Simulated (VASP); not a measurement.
Given:

```xyz
2
Lattice="0.0000 2.1867 2.1867 2.1867 0.0000 2.1867 2.1867 2.1867 0.0000" Properties=species:S:1:pos:R:3 pbc="T T T"
Mg     0.0000     0.0000     0.0000
O      2.1867     2.1867     2.1867
```

Computed with RPBE GGA, VASP's PBE PAW potentials (set 64) (plane waves; VASP). Numerical set-up: 520 eV cut-off, 11×11×11 Γ-centred mesh, Gaussian smearing of 0.050 eV, potentials Mg O.

### Question
What does the run give for the energy per atom (σ→0), pressure, band gap (on the k-mesh) with the smallest direct gap where there is one?

### Answer

```json
{
  "band gap (on the k-mesh)": "3.81 eV",
  "smallest direct gap (on the k-mesh)": "3.81 eV",
  "energy per atom (σ→0)": "-5609 meV/atom",
  "pressure": "-7.28 GPa"
}
```

The absolute energy has meaning only against runs of the same code, potentials and settings.

The compound is MgO in the rock salt structure. This cell is one point of a volume scan, at 1.06 of the reference volume.
